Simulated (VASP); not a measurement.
# GaW (P-6m2) in VASP: single point with r2SCAN+U

Aim: the single point of GaW with r2SCAN+U.

Everything below comes from runs of VASP 6.6.1. Logs are shortened: lines on timing, memory, paths and dates and some standing lists are left out, and cuts for length are marked.

## 1. Starting point

Symmetry: P-6m2, No. 187, hexagonal system. Conventional cell: a = 2.847 Å, b = 2.847 Å, c = 4.387 Å, α = 90.00°, β = 90.00°, γ = 120.00°. W (site symmetry -6m2) has 6 Ga at 2.74 Å and 6 W at 2.85 Å as nearest neighbours. Ga (site symmetry -6m2) has 6 W at 2.74 Å and 6 Ga at 2.85 Å as nearest neighbours.

The cell was built by a generator and needn't be a form met in nature.

## 2. Single point, r2SCAN+U

POSCAR

```
GaW
1.0
    1.4234730227      2.4655275986      0.0000000000
   -1.4234730227      2.4655275986      0.0000000000
    0.0000000000      0.0000000000      4.3873024075
W Ga
1 1
Direct
    0.0000000000      0.0000000000      0.0000000000
    0.6666666667      0.6666666667      0.5000000000
```

INCAR.step1

```
PREC = Accurate ; ENCUT = 520
ISMEAR = -1 ; SIGMA = 0.1
LREAL = F ; LASPH = T
NELM = 150 ; LMAXMIX = 4
LDAU = T ; LDAUTYPE = 2
LDAUL = 2 -1 ; LDAUU = 1.68 0
LDAUJ = 0 0 ; NBANDS = 20
GGA = PE ; ALGO = Normal
EDIFF = 1E-4 ; LWAVE = T
LCHARG = F
```

INCAR.step2

```
PREC = Accurate ; ENCUT = 520
EDIFF = 1E-6 ; ISMEAR = -1
SIGMA = 0.1 ; LREAL = F
LASPH = T ; NELM = 150
ALGO = Normal ; ISIF = 2
LWAVE = F ; LCHARG = F
LMAXMIX = 4 ; LDAU = T
LDAUTYPE = 2 ; LDAUL = 2 -1
LDAUU = 1.68 0 ; LDAUJ = 0 0
LDAUPRINT = 1 ; METAGGA = R2SCAN
LMIXTAU = T ; NBANDS = 20
ISTART = 1
```

KPOINTS

```
Automatic mesh
0
Gamma
  12 12 10
```

Potentials or basis: VASP PAW PBE potentials, release 64 (W_sv, Ga_d).

Command:

```
$ cat potpaw_PBE.64/W_sv/POTCAR potpaw_PBE.64/Ga_d/POTCAR > POTCAR
$ cp INCAR.step1 INCAR
$ mpirun -np 1 vasp_std > vasp.out
$ cp INCAR.step2 INCAR
$ mpirun -np 1 vasp_std > vasp.out
```

OUTCAR:

```text
PREC = Accurate
   ENCUT = 520
   EDIFF = 1E-6
   ISMEAR = -1
   LREAL = F
   LASPH = T
   NELM = 150
   ISIF = 2
   METAGGA = R2SCAN
   ISTART = 1

 ion  position               nearest neighbor table
   1  0.000  0.000  0.000-   2 2.74   2 2.74   2 2.74   2 2.74   2 2.74   2 2.74
   2  0.667  0.667  0.500-   1 2.74   1 2.74   1 2.74   1 2.74   1 2.74   1 2.74

  LATTYP: Found a hexagonal cell.
 ALAT       =     2.8469460455
 C/A-ratio  =     1.5410556918

  Lattice vectors:

 A1 = (   1.4234730227,  -2.4655275986,   0.0000000000)
 A2 = (   1.4234730227,   2.4655275986,   0.0000000000)
 A3 = (   0.0000000000,   0.0000000000,   4.3873024075)

Analysis of symmetry for initial positions (statically):
=====================================================================
 Subroutine PRICEL returns:
 Original cell was already a primitive cell.

 Routine SETGRP: Setting up the symmetry group for a
 hexagonal supercell.

 Subroutine GETGRP returns: Found 12 space group operations
 (whereof 12 operations were pure point group operations)
 out of a pool of 24 trial point group operations.

The static configuration has the point symmetry D_3h.

Analysis of symmetry for dynamics (positions and initial velocities):
=====================================================================
 Subroutine PRICEL returns:
 Original cell was already a primitive cell.

 Routine SETGRP: Setting up the symmetry group for a
 hexagonal supercell.

 Subroutine GETGRP returns: Found 12 space group operations
 (whereof 12 operations were pure point group operations)
 out of a pool of 24 trial point group operations.

The dynamic configuration has the point symmetry D_3h.

 Subroutine INISYM returns: Found 12 space group operations
 (whereof 12 operations are pure point group operations),
 and found     1 'primitive' translations

----------------------------------------------------------------------------------------

                                     Primitive cell

  volume of cell :      30.7955

  direct lattice vectors                    reciprocal lattice vectors
     1.423473023  2.465527599  0.000000000     0.351253583  0.202796351  0.000000000
    -1.423473023  2.465527599  0.000000000    -0.351253583  0.202796351  0.000000000
     0.000000000  0.000000000  4.387302408     0.000000000  0.000000000  0.227930493

  length of vectors
     2.846946045  2.846946045  4.387302408     0.405592702  0.405592702  0.227930493

  position of ions in fractional coordinates (direct lattice)
     0.000000000  0.000000000  0.000000000
     0.666666667  0.666666667  0.500000000

  ion indices of the primitive-cell ions
   primitive index   ion index
                 1           1
                 2           2

----------------------------------------------------------------------------------------

 KPOINTS: Automatic mesh

Automatic generation of k-mesh.
 Grid dimensions read from file:
 generate k-points for:   12   12   10

 Generating k-lattice:

  Cartesian coordinates                     Fractional coordinates (reciprocal lattice)
     0.029271132  0.016899696  0.000000000     0.083333333  0.000000000  0.000000000
    -0.029271132  0.016899696  0.000000000     0.000000000  0.083333333  0.000000000
     0.000000000  0.000000000  0.022793049     0.000000000  0.000000000  0.100000000

  Length of vectors
     0.033799392  0.033799392  0.022793049

  Shift w.r.t. Gamma in fractional coordinates (k-lattice)
     0.000000000  0.000000000  0.000000000

 Subroutine IBZKPT returns following result:
 ===========================================

 Found    114 irreducible k-points:

 Following reciprocal coordinates:
            Coordinates               Weight
  0.000000  0.000000  0.000000      1.000000
  0.083333  0.000000  0.000000      6.000000
  0.166667  0.000000  0.000000      6.000000
  0.250000  0.000000  0.000000      6.000000
  0.333333  0.000000  0.000000      6.000000
  0.416667  0.000000  0.000000      6.000000
[... 16 lines left out ...]
  0.250000  0.000000  0.100000     12.000000
  0.333333  0.000000  0.100000     12.000000
 [... further k-points ...]
   k-points           NKPTS =    114   k-points in BZ     NKDIM =    114   number of bands    NBANDS=     20
   number of dos      NEDOS =    301   number of ions     NIONS =      2
   total plane-waves  NPLWV =  20736
   dimension x,y,z NGX =    24 NGY =   24 NGZ =   36
   dimension x,y,z NGXF=    48 NGYF=   48 NGZF=   72
   ions per type =               1   1
   NGX,Y,Z   is equivalent  to a cutoff of  14.01, 14.01, 13.64 a.u.
   NGXF,Y,Z  is equivalent  to a cutoff of  28.03, 28.03, 27.28 a.u.
 SYSTEM =  unknown system
   PREC   = accura    normal or accurate (medium, high low for compatibility)
   ISTART =      1    job   : 0-new  1-cont  2-samecut
   ICHARG =      0    charge: 1-file 2-atom 10-const
   ISPIN  =      1    spin polarized calculation?
   LNONCOLLINEAR =      F non collinear calculations
   LSORBIT =      F    spin-orbit coupling
   LASPH  =      T    aspherical Exc in radial PAW
   ENCUT  =  520.0 eV  38.22 Ry    6.18 a.u.   5.29  5.29  8.16*2*pi/ulx,y,z
   NELM   =    150;   NELMIN=  2; NELMDL=  0     # of ELM steps
   EDIFF  = 0.1E-05   stopping-criterion for ELM
   LREAL  =      F    real-space projection
   EDIFFG = 0.1E-04   stopping-criterion for IOM
   NSW    =      0    number of steps for IOM
   IBRION =     -1    ionic relax: 0-MD 1-quasi-New 2-CG
   NFREE  =      0    steps in history (QN), initial steepest desc. (CG)
   ISIF   =      2    stress and relaxation
   ISYM   =      2    0-nonsym 1-usesym 2-fastsym
   POTIM  = 0.5000    time-step for ionic-motion
   TEBEG  =    0.0;   TEEND  =   0.0 temperature during run
   PSTRESS=    0.0 pullay stress
   NELECT =      27.0000    total number of electrons
   NUPDOWN=      -1.0000    fix difference up-down
   EMIN   =  10.00;   EMAX   =-10.00  energy-range for DOS
   EFERMI =   0.00;   METHOD = LEGACY
   ISMEAR =    -1;   SIGMA  =   0.10  broadening in eV -4-tet -1-fermi 0-gaus
   EFERMI_NEDOS =   21; number of points for ismear=-14 and -15
   IALGO  =     38    algorithm
   IMIX   =      4    mixing-type and parameters
     AMIX     =   0.40;   BMIX     =  1.00
     AMIX_MAG =   1.60;   BMIX_MAG =  1.00
  volume/ion in A,a.u.               =      15.40       103.91
  Fermi-wavevector in a.u.,A,eV,Ry     =   1.566873  2.960961 33.403551  2.455092
  Thomas-Fermi vector in A             =   2.669137
   LORBIT       =      0    0 simple, 1 ext, 2 COOP (PROOUT), +10 PAW based schemes
 LDA+U is selected, type is set to LDAUTYPE =  2
   angular momentum for each species LDAUL =     2   -1
   U (eV)           for each species LDAUU =   1.7  0.0
   J (eV)           for each species LDAUJ =   0.0  0.0
   METAGGA = R2SCAN    functional components
   LHFCALC =     F    Hartree Fock is set to
   AEXX    =    0.0000 exact exchange contribution
   IVDW    =     0    specifies the selected vdW correction
   LEPSILON=     F    determine dielectric tensor
   LRPA    =     F    only Hartree local field effects (RPA)
 non-spin polarized calculation
  energy-cutoff  :      520.00
  volume of cell :       30.80
 maximum number of plane-waves:       840
 NGX is ok and might be reduce to    24
   NGX = 11   NGY = 11   NGZ = 17

atom =   1  type =  1  l = 2

 onsite density matrix

spin component  1

  0.3636 -0.0000 -0.0000 -0.0000  0.0000
 -0.0000  0.2576 -0.0000  0.0000  0.0000
 -0.0000 -0.0000  0.4304  0.0000  0.0000
 -0.0000  0.0000  0.0000  0.2576  0.0000
  0.0000  0.0000  0.0000  0.0000  0.3636

spin component  2

  0.3636 -0.0000 -0.0000 -0.0000  0.0000
 -0.0000  0.2576 -0.0000  0.0000  0.0000
 -0.0000 -0.0000  0.4304  0.0000  0.0000
 -0.0000  0.0000  0.0000  0.2576  0.0000
  0.0000  0.0000  0.0000  0.0000  0.3636

 occupancies and eigenvectors

  o =  0.2576  v =  0.0000 -0.0000  0.0000 -1.0000  0.0000  0.0000  0.0000  0.0000  0.0000  0.0000      0.0000  0.0000  0.0000  0.0000  0.0000  0.0000  0.0000  0.0000  0.0000  0.0000
  o =  0.2576  v =  0.0000  0.0000  0.0000  0.0000  0.0000  0.0000 -0.0000  0.0000 -1.0000  0.0000      0.0000  0.0000  0.0000  0.0000  0.0000  0.0000  0.0000  0.0000  0.0000  0.0000
  o =  0.2576  v =  0.0000  1.0000 -0.0000 -0.0000  0.0000  0.0000  0.0000  0.0000  0.0000  0.0000      0.0000  0.0000  0.0000  0.0000  0.0000  0.0000  0.0000  0.0000  0.0000  0.0000
  o =  0.2576  v =  0.0000  0.0000  0.0000  0.0000  0.0000  0.0000  1.0000 -0.0000 -0.0000  0.0000      0.0000  0.0000  0.0000  0.0000  0.0000  0.0000  0.0000  0.0000  0.0000  0.0000
  o =  0.3636  v =  0.0000 -0.0000 -0.0000  0.0000  1.0000  0.0000  0.0000  0.0000  0.0000  0.0000      0.0000  0.0000  0.0000  0.0000  0.0000  0.0000  0.0000  0.0000  0.0000  0.0000
  o =  0.3636  v =  0.0000  0.0000  0.0000  0.0000  0.0000  0.0000 -0.0000 -0.0000  0.0000  1.0000      0.0000  0.0000  0.0000  0.0000  0.0000  0.0000  0.0000  0.0000  0.0000  0.0000
  o =  0.3636  v =  0.0000  0.0000  0.0000  0.0000  0.0000  1.0000  0.0000  0.0000  0.0000  0.0000      0.0000  0.0000  0.0000  0.0000  0.0000  0.0000  0.0000  0.0000  0.0000  0.0000
  o =  0.3636  v =  1.0000  0.0000  0.0000  0.0000  0.0000  0.0000  0.0000  0.0000  0.0000  0.0000      0.0000  0.0000  0.0000  0.0000  0.0000  0.0000  0.0000  0.0000  0.0000  0.0000
  o =  0.4304  v =  0.0000  0.0000  1.0000  0.0000  0.0000  0.0000  0.0000  0.0000  0.0000  0.0000      0.0000  0.0000  0.0000  0.0000  0.0000  0.0000  0.0000  0.0000  0.0000  0.0000
  o =  0.4304  v =  0.0000  0.0000  0.0000  0.0000  0.0000  0.0000  0.0000  1.0000  0.0000  0.0000      0.0000  0.0000  0.0000  0.0000  0.0000  0.0000  0.0000  0.0000  0.0000  0.0000

 number of electron      27.0000006 magnetization

 Free energy of the ion-electron system (eV)
  ---------------------------------------------------
  ext. energy  EPLUGINS =         0.00000000
  ---------------------------------------------------
  free energy    TOTEN  =       -60.64396449 eV

  energy without entropy =      -60.61241474  energy(sigma->0) =      -60.62818962

 E-fermi :   9.6921     XC(G=0): -14.3132

 val. band max:        9.6910019169   @ k =   0.5000   0.0000   0.5000
 cond. band min:       9.6963073270   @ k =   0.2500   0.0000   0.4000
 fundamental gap:      0.0053054101
 Fermi energy:         9.6921285819

 k-point     1 :       0.0000    0.0000    0.0000
  band No.  band energies     occupation
      1     -66.6420      2.00000
      2     -30.3935      2.00000
      3     -29.6387      2.00000
      4     -29.6387      2.00000
      5      -5.9932      2.00000
      6      -5.9638      2.00000
[... 12 lines left out ...]
     19      22.8274      0.00000
     20      22.8274      0.00000

 k-point     2 :       0.0833    0.0000    0.0000
  band No.  band energies     occupation
      1     -66.6365      2.00000
      2     -30.3839      2.00000
      3     -29.7058      2.00000
      4     -29.6540      2.00000
      5      -5.9850      2.00000
      6      -5.9633      2.00000
[... 12 lines left out ...]
     19      21.8660      0.00000
     20      23.1591      0.00000

 k-point     3 :       0.1667    0.0000    0.0000
  band No.  band energies     occupation
      1     -66.6217      2.00000
      2     -30.3574      2.00000
      3     -29.8860      2.00000
      4     -29.6954      2.00000
      5      -6.0123      2.00000
      6      -5.9161      2.00000
[... 12 lines left out ...]
     19      20.3217      0.00000
     20      23.6683      0.00000

 k-point     4 :       0.2500    0.0000    0.0000
  band No.  band energies     occupation
      1     -66.6013      2.00000
      2     -30.3209      2.00000
      3     -30.1259      2.00000
      4     -29.7516      2.00000
      5      -6.0576      2.00000
      6      -5.8510      2.00000
[... 429 lines left out ...]
 k-point    23 :       0.2500    0.0000    0.1000
  band No.  band energies     occupation
      1     -66.6013      2.00000
      2     -30.3218      2.00000
      3     -30.1258      2.00000
      4     -29.7516      2.00000
      5      -6.0571      2.00000
      6      -5.8560      2.00000
[... 12 lines left out ...]
     19      19.1018      0.00000
     20      22.5387      0.00000

 k-point    24 :       0.3333    0.0000    0.1000
  band No.  band energies     occupation
      1     -66.5809      2.00000
      2     -30.3590      2.00000
      3     -30.2850      2.00000
      4     -29.8071      2.00000
      5      -6.1037      2.00000
      6      -5.9052      2.00000
[... 12 lines left out ...]
     19      18.0093      0.00000
     20      21.7142      0.00000

 [... further k-points ...]

------------------------ aborting loop because EDIFF is reached ----------------------------------------

  FORCE on cell =-STRESS in cart. coord.  units (eV):
  Direction    XX          YY          ZZ          XY          YZ          ZX
  --------------------------------------------------------------------------------------
  -------------------------------------------------------------------------------------
  Total        0.4360352      0.4360352      0.2599753      0.0000000      0.0000000      0.0000000
  in kB       22.6853473     22.6853474     13.5255837      0.0000000      0.0000000      0.0000000
  external PRESSURE =      19.6320928 kB  Pullay stress =       0.0000000 kB

 VOLUME and BASIS-vectors are now :
 -----------------------------------------------------------------------------
  energy-cutoff  :      520.00
  volume of cell :       30.80
      direct lattice vectors                 reciprocal lattice vectors
     1.423473023  2.465527599  0.000000000     0.351253583  0.202796351  0.000000000
    -1.423473023  2.465527599  0.000000000    -0.351253583  0.202796351  0.000000000
     0.000000000  0.000000000  4.387302408     0.000000000  0.000000000  0.227930493

 POSITION                                       TOTAL-FORCE (eV/Angst)
 -----------------------------------------------------------------------------------
      0.00000      0.00000      0.00000        -0.000000     -0.000000      0.000000
      0.00000      3.28737      2.19365         0.000000      0.000000      0.000000
 -----------------------------------------------------------------------------------
    total drift:                                0.000000      0.000010      0.000000

  FREE ENERGIE OF THE ION-ELECTRON SYSTEM (eV)
  ---------------------------------------------------
  free  energy   TOTEN  =       -60.6439644857 eV

  energy  without entropy=      -60.6124147444  energy(sigma->0) =      -60.62818962
```

Run time: 2.6 min. Hardware: 1 thread of Intel Xeon Platinum 8488C (Sapphire Rapids), shared host; peak memory 0.21 GiB.

What came out:

| Quantity | Value |
| --- | --- |
| Free energy | -60.6440 eV |
| Pressure | 2.0 GPa |
| Band gap on the k mesh | none (metal or under the smearing width) |

Stress tensor (GPa, compression positive):
```
2.27 0.00 0.00
0.00 2.27 0.00
0.00 0.00 1.35
```

Eigenvalues of the final occupation matrices:
```tsv
site	spin	trace	eigenvalues
site 1 d	1	1.67	0.26 0.26 0.36 0.36 0.43
site 1 d	2	1.67	0.26 0.26 0.36 0.36 0.43
```

Caveat: the PAW data sets were made with another functional, which shifts forces and pressure a little; U without spin polarisation on a metal has little footing; the U is typed as a test and isn't derived for this compound. Spin-orbit coupling is left out, which matters for the levels of W.
